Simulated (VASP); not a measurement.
NiMoIrPdW:

```
Ni Mo Pd Ir W
1.0
     4.11705    0.00000    0.00000
    -2.05853    3.56547    0.00000
     0.00000    0.00000    5.44580
Ni Mo Pd Ir W
1 1 1 1 1
Direct
  0.00000 0.00000 0.95775
  0.66667 0.33333 0.96161
  0.66667 0.33333 0.46295
  0.33333 0.66667 0.72572
  0.33333 0.66667 0.23642
```

The cell was built by a generator and needn't be a form met in nature.

| Quantity | Value |
| --- | --- |
| Program | VASP 6.6.1 |
| Task | relaxation of cell and atoms |
| Functional | vdW-DF-cx |
| Potentials or basis | VASP PAW PBE potentials, release 64 (Ni, Mo_sv, Pd, Ir, W_sv) |
| Cutoff | 600 eV |
| k mesh | 8 × 8 × 5 |
| Occupations | fermi-dirac, width 0.05 eV |
| Spin | collinear spin, ferromagnetic start |
| Starting moments | [1.0, 1.0, 0.0, 0.6, 0.0] μB |

At the start: pressure -6.4 GPa; volume 15.99 Å³/atom.

Q: How do energy, volume and symmetry change on relaxing?

A: Over 9 steps the energy falls by 9.2 meV/atom and the volume is 15.55 Å³/atom (-2.7 %); space group P3m1 (No. 156, to 0.05 Å); moment 0.00 μB per cell.

Step by step:
| step | energy change (eV) | largest force (eV/Å) | pressure (GPa) | volume (Å³) |
| --- | --- | --- | --- | --- |
| 1 | 0.0000 | 0.0637 | -6.43 | 79.94 |
| 2 | 0.2355 | 0.4465 | 19.15 | 72.74 |
| 3 | -0.0454 | 0.0631 | -0.16 | 77.79 |
| 4 | -0.0454 | 0.0660 | -0.01 | 77.75 |
| 5 | -0.0454 | 0.0688 | 0.12 | 77.70 |
| 6 | -0.0458 | 0.0278 | 0.15 | 77.68 |
| 7 | -0.0458 | 0.0261 | 0.14 | 77.68 |
| 8 | -0.0458 | 0.0155 | -0.30 | 77.81 |
| 9 | -0.0459 | 0.0170 | -0.08 | 77.74 |

Final structure:
```
Ni Mo Pd Ir W
1.0
     4.07520    0.00001    0.00000
    -2.03760    3.52924    0.00000
     0.00000    0.00000    5.40544
Ni Mo Pd Ir W
1 1 1 1 1
Direct
  0.00000 0.00000 0.95748
  0.66667 0.33333 0.96197
  0.66667 0.33333 0.46356
  0.33333 0.66667 0.72519
  0.33333 0.66667 0.23626
```

Caveat: the PAW data sets were made with another functional, which shifts forces and pressure a little.
